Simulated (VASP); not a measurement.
All values below come from vdW-DF-cx, VASP's PBE PAW potentials (set 64) (plane waves; VASP).

VASP input:

### POSCAR
```
Tc
1
    1.3627052149    -2.3602750552     0.0000000000
    1.3627052149     2.3602750552     0.0000000000
    0.0000000000     0.0000000000     4.3653726968
Tc
2
Direct
  0.3333330000   0.6666670000   0.2500000000
  0.6666670000   0.3333330000   0.7500000000
```

INCAR:
```
SYSTEM = Tc
PREC = Accurate
ENCUT = 520
EDIFF = 1E-7
NELM = 100
ALGO = Normal
LREAL = .FALSE.
LASPH = .TRUE.
ISMEAR = 1
SIGMA = 0.1
GGA = CX
LUSE_VDW = .TRUE.
AGGAC = 0.0
LMAXMIX = 4
LWAVE = .FALSE.
LCHARG = .FALSE.
ISIF = 4
IBRION = 2
NSW = 30
EDIFFG = -0.01
```

File KPOINTS:
```
Automatic mesh
0
Gamma
15 15 8
0 0 0
```

POTCAR, in this order: Tc_pv (PBE.64 set). Program: vasp_std.

Output of the run:

**OUTCAR**
```
 ion  position               nearest neighbor table
   1  0.333  0.667  0.250-   2 2.69   2 2.69   2 2.69   2 2.69   2 2.69   2 2.69
   2  0.667  0.333  0.750-   1 2.69   1 2.69   1 2.69   1 2.69   1 2.69   1 2.69
  LATTYP: Found a hexagonal cell.
 ALAT       =     2.7254107652
 C/A-ratio  =     1.6017301878
 Subroutine PRICEL returns:
 Original cell was already a primitive cell.
 Subroutine GETGRP returns: Found 24 space group operations
The static configuration has the point symmetry D_3d.
 The point group associated with its full space group is D_6h.
The dynamic configuration has the point symmetry D_3d.
 Subroutine INISYM returns: Found 24 space group operations
 Subroutine IBZKPT returns following result:
 Found    135 irreducible k-points:

 Following reciprocal coordinates:
            Coordinates               Weight
  0.000000  0.000000  0.000000      1.000000
  0.066667 -0.000000  0.000000      6.000000
  0.133333  0.000000  0.000000      6.000000
  0.200000 -0.000000  0.000000      6.000000
  0.266667  0.000000  0.000000      6.000000
  0.333333 -0.000000  0.000000      6.000000
  0.400000 -0.000000  0.000000      6.000000
...
```

**OSZICAR**
```
       N       E                     dE             d eps       ncg     rms          rms(c)
DAV:   1     0.320389166466E+03    0.32039E+03   -0.16786E+04  4598   0.162E+03
DAV:   2    -0.911797910908E+01   -0.32951E+03   -0.32601E+03  5079   0.458E+02
DAV:   3    -0.173104523230E+02   -0.81925E+01   -0.80072E+01  5557   0.832E+01
DAV:   4    -0.173958983096E+02   -0.85446E-01   -0.84874E-01  5048   0.797E+00
DAV:   5    -0.173966060446E+02   -0.70773E-03   -0.70758E-03  5053   0.720E-01    0.253E+01
DAV:   6    -0.160466342831E+02    0.13500E+01   -0.32599E+00  4877   0.179E+01    0.799E+00
DAV:   7    -0.158875230107E+02    0.15911E+00   -0.59952E-01  5218   0.693E+00    0.975E-01
DAV:   8    -0.158768787351E+02    0.10644E-01   -0.12057E-02  4723   0.120E+00    0.113E-01
DAV:   9    -0.158769787319E+02   -0.99997E-04   -0.22271E-04  5348   0.132E-01    0.212E-02
DAV:  10    -0.158769832179E+02   -0.44860E-05   -0.14750E-05  4805   0.337E-02    0.111E-02
DAV:  11    -0.158769832725E+02   -0.54582E-07   -0.12142E-06  4833   0.114E-02    0.295E-03
DAV:  12    -0.158769828030E+02    0.46953E-06   -0.17062E-07  2720   0.354E-03    0.258E-04
DAV:  13    -0.158769827797E+02    0.23264E-07   -0.19681E-08  2323   0.104E-03
   1 F= -.15876983E+02 E0= -.15877169E+02  d E =-.158770E+02
       N       E                     dE             d eps       ncg     rms          rms(c)
DAV:   1    -0.158802757176E+02   -0.32929E-02   -0.15201E-01  4598   0.338E+00    0.326E-01
DAV:   2    -0.158776330230E+02    0.26427E-02   -0.44250E-03  4984   0.582E-01    0.142E-01
DAV:   3    -0.158770395145E+02    0.59351E-03   -0.20797E-03  5482   0.321E-01    0.196E-02
DAV:   4    -0.158770423773E+02   -0.28627E-05   -0.41121E-05  4669   0.675E-02    0.575E-03
DAV:   5    -0.158770419862E+02    0.39106E-06   -0.21073E-06  5002   0.978E-03    0.204E-03
DAV:   6    -0.158770420584E+02   -0.72238E-07   -0.13470E-07  3074   0.306E-03
   2 F= -.15877042E+02 E0= -.15877211E+02  d E =-.592787E-04
       N       E                     dE             d eps       ncg     rms          rms(c)
DAV:   1    -0.158777087070E+02   -0.66672E-03   -0.27864E-02  4598   0.145E+00    0.139E-01
DAV:   2    -0.158772260322E+02    0.48267E-03   -0.81186E-04  4958   0.248E-01    0.611E-02
DAV:   3    -0.158771159995E+02    0.11003E-03   -0.38941E-04  5473   0.138E-01    0.844E-03
DAV:   4    -0.158771165756E+02   -0.57609E-06   -0.79346E-06  4675   0.296E-02    0.260E-03
DAV:   5    -0.158771164650E+02    0.11060E-06   -0.44249E-07  4369   0.457E-03    0.844E-04
DAV:   6    -0.158771164624E+02    0.26002E-08   -0.33809E-08  2298   0.157E-03
   3 F= -.15877116E+02 E0= -.15877299E+02  d E =-.133683E-03
```

File OUTCAR:
```
------------------------ aborting loop because EDIFF is reached ----------------------------------------
  FORCE on cell =-STRESS in cart. coord.  units (eV):
  Direction    XX          YY          ZZ          XY          YZ          ZX
  --------------------------------------------------------------------------------------
  Total        0.0021820      0.0021820      0.0017213     -0.0000000     -0.0000000      0.0000000
  in kB        0.1244969      0.1244970      0.0982063     -0.0000000     -0.0000000      0.0000000
  external PRESSURE =       0.1157334 kB  Pullay stress =       0.0000000 kB
  volume of cell :       28.08
      direct lattice vectors                 reciprocal lattice vectors
     1.363775630 -2.362129070 -0.000000000     0.366629223 -0.211673446  0.000000000
     1.363775630  2.362129070 -0.000000000     0.366629223  0.211673446  0.000000000
    -0.000000000  0.000000000  4.358522700     0.000000000  0.000000000  0.229435538
 POSITION                                       TOTAL-FORCE (eV/Angst)
 -----------------------------------------------------------------------------------
      1.36378      0.78738      1.08963         0.000000     -0.000000      0.000000
      1.36378     -0.78738      3.26889        -0.000000      0.000000      0.000000
 -----------------------------------------------------------------------------------
    total drift:                                0.000025      0.000610     -0.000043
  FREE ENERGIE OF THE ION-ELECTRON SYSTEM (eV)
  ---------------------------------------------------
  free  energy   TOTEN  =       -15.8771164624 eV

  energy  without entropy=      -15.8776654128  energy(sigma->0) =      -15.87729945

 reached required accuracy - stopping structural energy minimisation
```
(Selected blocks of OUTCAR.)

**CONTCAR**
```
Tc
   1.00000000000000
     1.3637756303248982   -2.3621290700341051   -0.0000000000000000
     1.3637756303248982    2.3621290700341051   -0.0000000000000000
    -0.0000000000000000    0.0000000000000000    4.3585227001400231
  Tc
     2
Direct
     0.3333330000000032    0.6666669999999968    0.2500000000000000
     0.6666669999999968    0.3333330000000032    0.7500000000000000
```

The compound is Tc in the hcp structure. This run relaxes it. Symmetry was kept, so distortions that lower it aren't found.
